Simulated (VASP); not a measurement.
Energy against volume of BN (wurtzite). Level of theory: PW91 GGA, VASP's PBE PAW potentials (set 64) (plane waves; VASP). Numerical set-up: 520 eV cut-off, 10×10×5 Γ-centred mesh, Gaussian smearing of 0.050 eV, potentials B N.

Shape and ions are relaxed at each volume.

| V (Å³/atom) | E (eV/atom) |
|---|---|
| 5.791 | -8.72859 |
| 5.970 | -8.73543 |
| 6.149 | -8.72970 |
| 6.329 | -8.71306 |

### Question
Fit these four points and predict the energy of the run at 5.612 Å³/atom.

### Answer
A cubic in V^(−2/3), the third-order Birch-Murnaghan form, passes through the four points with V0 = 5.97 Å³/atom and B0 = 374 GPa, and gives -8.7071 eV/atom there. The run gave -8.7073 eV/atom, -0.2 meV/atom from the fit; all five points give B0 = 373 GPa.

The compound is BN in the wurtzite structure, a metastable high-pressure form. It was relaxed first.
